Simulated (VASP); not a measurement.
# Sn2C (I4_1/amd) in VASP: relaxation of cell and atoms with PBE

Aim: the relaxation of cell and atoms of Sn2C with PBE.

Everything below comes from runs of VASP 6.6.1. Logs are shortened: lines on timing, memory, paths and dates and some standing lists are left out, and cuts for length are marked.

**1. The structure**

The structure is tetragonal, space group I4_1/amd (No. 141). Conventional cell: a = 6.397 Å, b = 6.397 Å, c = 7.327 Å, α = 90.00°, β = 90.00°, γ = 90.00°. Sn (site symmetry 2/m) has 6 Sn at 2.91 to 3.20 Å and 2 C at 3.18 Å as nearest neighbours. Around C (site symmetry -4m2) lie 4 Sn at 3.18 Å.

The cell was built by a generator and needn't be a form met in nature.

**2. Relaxation of cell and atoms, PBE**

The input, INCAR:

```
SYSTEM = Sn2C
PREC     = Normal         ! precision mode
ENCUT    = 520            ! plane-wave cutoff, eV
EDIFF    = 1E-4           ! SCF threshold, eV
ISMEAR   = 0              ! smearing method
SIGMA    = 0.15           ! smearing width, eV
LREAL    = .False.        ! projectors in reciprocal space
LASPH    = .True.         ! aspherical terms in the spheres
NELM     = 60             ! most SCF steps
ALGO     = Fast           ! electronic algorithm
ISIF     = 3              ! what is computed and relaxed
LWAVE    = .False.        ! write WAVECAR
LCHARG   = .False.        ! write CHGCAR
GGA      = PE             ! functional
IBRION   = 2              ! ionic algorithm
NSW      = 24             ! ionic steps
EDIFFG   = -0.08          ! ionic threshold
```

The input, KPOINTS:

```
Automatic mesh
0
Gamma
  4 4 4
  0 0 0
```

The input, POSCAR:

```
Sn2C
1.0
   -3.1984392300      3.1984392300      3.6635681300
    3.1984392300     -3.1984392300      3.6635681300
    3.1984392300      3.1984392300     -3.6635681300
Sn C
4 2
Direct
    0.3750000000      0.6250000000      0.7500000000
    0.8750000000      0.6250000000      0.2500000000
    0.3750000000      0.1250000000      0.7500000000
    0.3750000000      0.6250000000      0.2500000000
    0.7500000000      0.2500000000      0.5000000000
    0.0000000000      0.0000000000      0.0000000000
```

Potentials or basis: VASP PAW PBE potentials, release 64 (Sn_d, C).

Run with:

```sh
$ cat potpaw_PBE.64/Sn_d/POTCAR potpaw_PBE.64/C/POTCAR > POTCAR
$ mpirun -np 1 vasp_std > vasp.out
```

OUTCAR:

```text
SYSTEM = Sn2C
   PREC = Normal
   ENCUT = 520
   EDIFF = 1E-4
   ISMEAR = 0
   LREAL = .False.
   LASPH = .True.
   NELM = 60
   ISIF = 3
   GGA = PE
   IBRION = 2
   NSW = 24
   EDIFFG = -0.08

 ion  position               nearest neighbor table
   1  0.375  0.625  0.750-   3 2.91   4 2.91   4 2.91   3 2.91   2 3.20   2 3.20
   2  0.875  0.625  0.250-   3 2.91   4 2.91   4 2.91   3 2.91   1 3.20   1 3.20
   3  0.375  0.125  0.750-   1 2.91   2 2.91   1 2.91   2 2.91   4 3.20   4 3.20
   4  0.375  0.625  0.250-   1 2.91   2 2.91   1 2.91   2 2.91   3 3.20   3 3.20
   5  0.750  0.250  0.500-
   6  0.000  0.000  0.000-

  LATTYP: Found a body centered tetragonal cell.
 ALAT       =     6.3968784600
 C/A-ratio  =     1.1454237103

  Lattice vectors:

 A1 = (  -3.1984392300,   3.1984392300,   3.6635681300)
 A2 = (   3.1984392300,  -3.1984392300,   3.6635681300)
 A3 = (   3.1984392300,   3.1984392300,  -3.6635681300)

Analysis of symmetry for initial positions (statically):
=====================================================================
 Subroutine PRICEL returns:
 Original cell was already a primitive cell.

 Routine SETGRP: Setting up the symmetry group for a
 body centered tetragonal supercell.

 Subroutine GETGRP returns: Found 16 space group operations
 (whereof  8 operations were pure point group operations)
 out of a pool of 16 trial point group operations.

The static configuration has the point symmetry D_2d.
 The point group associated with its full space group is D_4h.

Analysis of symmetry for dynamics (positions and initial velocities):
=====================================================================
 Subroutine PRICEL returns:
 Original cell was already a primitive cell.

 Routine SETGRP: Setting up the symmetry group for a
 body centered tetragonal supercell.

 Subroutine GETGRP returns: Found 16 space group operations
 (whereof  8 operations were pure point group operations)
 out of a pool of 16 trial point group operations.

The dynamic configuration has the point symmetry D_2d.
 The point group associated with its full space group is D_4h.

 Subroutine INISYM returns: Found 16 space group operations
 (whereof  8 operations are pure point group operations),
 and found     1 'primitive' translations

[... 82 lines left out ...]
   ISTART =      0    job   : 0-new  1-cont  2-samecut
   ICHARG =      2    charge: 1-file 2-atom 10-const
   ISPIN  =      1    spin polarized calculation?
   LNONCOLLINEAR =      F non collinear calculations
   LSORBIT =      F    spin-orbit coupling
   LASPH  =      T    aspherical Exc in radial PAW
   ENCUT  =  520.0 eV  38.22 Ry    6.18 a.u.  10.82 10.82 10.82*2*pi/ulx,y,z
   NELM   =     60;   NELMIN=  2; NELMDL= -5     # of ELM steps
   EDIFF  = 0.1E-03   stopping-criterion for ELM
   LREAL  =      F    real-space projection
   EDIFFG = -.8E-01   stopping-criterion for IOM
   NSW    =     24    number of steps for IOM
   IBRION =      2    ionic relax: 0-MD 1-quasi-New 2-CG
   NFREE  =      1    steps in history (QN), initial steepest desc. (CG)
   ISIF   =      3    stress and relaxation
   ISYM   =      2    0-nonsym 1-usesym 2-fastsym
   POTIM  = 0.5000    time-step for ionic-motion
   TEBEG  =    0.0;   TEEND  =   0.0 temperature during run
   PSTRESS=    0.0 pullay stress
   NELECT =      64.0000    total number of electrons
   NUPDOWN=      -1.0000    fix difference up-down
   EMIN   =  10.00;   EMAX   =-10.00  energy-range for DOS
   EFERMI =   0.00;   METHOD = LEGACY
   ISMEAR =     0;   SIGMA  =   0.15  broadening in eV -4-tet -1-fermi 0-gaus
   EFERMI_NEDOS =   21; number of points for ismear=-14 and -15
   IALGO  =     68    algorithm
   IMIX   =      4    mixing-type and parameters
     AMIX     =   0.40;   BMIX     =  1.00
     AMIX_MAG =   1.60;   BMIX_MAG =  1.00
  volume/ion in A,a.u.               =      24.99       168.61
  Fermi-wavevector in a.u.,A,eV,Ry     =   1.232692  2.329451 20.674463  1.519530
  Thomas-Fermi vector in A             =   2.367452
   LORBIT       =      0    0 simple, 1 ext, 2 COOP (PROOUT), +10 PAW based schemes
   GGA     = PE    functional components
   LHFCALC =     F    Hartree Fock is set to
   AEXX    =    0.0000 exact exchange contribution
   IVDW    =     0    specifies the selected vdW correction
   LEPSILON=     F    determine dielectric tensor
   LRPA    =     F    only Hartree local field effects (RPA)
 conjugate gradient relaxation of ions
 non-spin polarized calculation
 RMM-DIIS sequential band-by-band and
 Gauss-broadening in eV      SIGMA  =   0.15
  energy-cutoff  :      520.00
  volume of cell :      149.91
 maximum number of plane-waves:      4072
   NGX = 21   NGY = 21   NGZ = 21

--------------------------------------- Ionic step        1  -------------------------------------------

 number of electron      64.0000064 magnetization

 Free energy of the ion-electron system (eV)
  ---------------------------------------------------
  ext. energy  EPLUGINS =         0.00000000
  ---------------------------------------------------
  free energy    TOTEN  =       -20.14241392 eV

  energy without entropy =      -20.06066677  energy(sigma->0) =      -20.10154035

------------------------ aborting loop because EDIFF is reached ----------------------------------------

  FORCE on cell =-STRESS in cart. coord.  units (eV):
  Direction    XX          YY          ZZ          XY          YZ          ZX
  --------------------------------------------------------------------------------------
  -------------------------------------------------------------------------------------
  Total        1.7608618      1.7608618     -5.2287324      0.0000000     -0.0000000      0.0000000
  in kB       18.8189499     18.8189499    -55.8813035      0.0000000     -0.0000000      0.0000000
  external PRESSURE =      -6.0811346 kB  Pullay stress =       0.0000000 kB
[... 1184 lines left out ...]
     37     132.4714      0.00000
     38     136.3186      0.00000

[... ionic steps 4 to 21 ...]

--------------------------------------- Ionic step       22  -------------------------------------------

 number of electron      64.0000195 magnetization

------------------------ aborting loop because EDIFF is reached ----------------------------------------
[... 75 lines left out ...]
--------------------------------------- Ionic step       24  -------------------------------------------

 number of electron      64.0000168 magnetization

 Free energy of the ion-electron system (eV)
  ---------------------------------------------------
  ext. energy  EPLUGINS =         0.00000000
  ---------------------------------------------------
  free energy    TOTEN  =       -26.34219663 eV

  energy without entropy =      -26.31690820  energy(sigma->0) =      -26.32955242

 E-fermi :   7.8269     XC(G=0): -10.6267

 val. band max:        7.7651169573   @ k =  -0.2500  -0.2500   0.2500
 cond. band min:       7.8790969136   @ k =   0.2500   0.0000  -0.0000
 fundamental gap:      0.1139799563
 Fermi energy:         7.8269436463
[... 564 lines left out ...]
  FREE ENERGIE OF THE ION-ELECTRON SYSTEM (eV)
  ---------------------------------------------------
  free  energy   TOTEN  =       -26.3421966273 eV

  energy  without entropy=      -26.3169082047  energy(sigma->0) =      -26.32955242

 reached required accuracy - stopping structural energy minimisation
```

Wall time 18 min (1 thread of Intel Xeon Platinum 8488C (Sapphire Rapids), shared host); peak memory 0.22 GiB.

Results:

```
Free energy                            : -26.3422 eV
Relaxed volume                         : 20.17 Å³/atom
Relaxed cell                           : a = 5.970 Å, b = 5.970 Å, c = 5.970 Å, α = 95.73°, β = 95.73°, γ = 143.17°
Space group after relaxing (to 0.05 Å) : I4_1/amd (No. 141)
Energy gained by relaxing              : 1033.3 meV/atom
Ionic steps                            : 24
Pressure after relaxing                : 0.4 GPa
Band gap on the k mesh                 : none (metal or under the smearing width)
```

Step by step:
```
step  energy change (eV)  largest force (eV/Å)  pressure (GPa)  volume (Å³)
   1              0.0000                0.0000           -0.61       149.91
   2             -0.2922                0.0000           -0.08       147.71
   3             -1.3871                0.0000            1.05       140.38
   4             -4.7219                0.0000            4.92       118.77
   5            437.8862                0.0000         1254.58        43.83
   6            143.3596                0.0000          127.13       117.87
   7             33.3016                0.0000           51.38       118.77
   8              3.9676                0.0000           15.76       118.77
   9             -2.2766                0.0000            8.53       118.78
  10             -4.7974                0.0000            4.67       118.82
  11             -4.8134                0.0000            4.87       118.90
  12             -4.8446                0.0000            4.63       119.05
  13             -4.9135                0.0000            4.37       119.37
  14             -5.0294                0.0000            3.86       119.98
  15             -5.2802                0.0000            2.63       121.18
  16             -5.6216                0.0000            0.05       123.46
  17             -5.9954                0.0000           -3.19       127.50
  18             -6.0492                0.0000           -3.61       128.70
  19             -6.0689                0.0000           -4.29       129.88
  20             -6.0641                0.0000           -4.09       129.22
  21             -6.1777                0.0000           -1.40       124.26
  22             -6.1957                0.0000           -1.02       122.45
  23             -6.1876                0.0000            1.62       118.87
  24             -6.1998                0.0000            0.36       121.05
```

Final structure:
```
Sn C
1.0
    -4.00553    4.00553    1.88618
     4.00553   -4.00553    1.88618
     4.00553    4.00553   -1.88618
Sn C
4 2
Direct
  0.37500 0.62500 0.75000
  0.87500 0.62500 0.25000
  0.37500 0.12500 0.75000
  0.37500 0.62500 0.25000
  0.75000 0.25000 0.50000
  0.00000 0.00000 0.00000
```

Levels at points of the mesh, in eV from the Fermi level:
| k point | band 30 | band 31 | band 32 | band 33 | band 34 | band 35 |
| --- | --- | --- | --- | --- | --- | --- |
| (0.00, 0.00, 0.00) | -2.19 | -1.03 | -0.18 | 0.71 | 0.71 | 1.87 |
| (0.50, 0.00, 0.00) | -2.11 | -1.35 | -0.78 | 0.44 | 1.05 | 1.12 |
| (0.50, 0.50, 0.00) | -1.83 | -0.54 | -0.54 | 1.40 | 1.40 | 2.36 |
| (0.50, 0.50, 0.50) | -1.29 | 1.01 | 1.01 | 1.39 | 1.39 | 2.56 |

Caveat: the volume moved by over 15 % at a fixed basis, so the end points are rough; the relaxation stopped at a loose force limit of 0.08 eV/Å, so its end isn't a converged minimum.
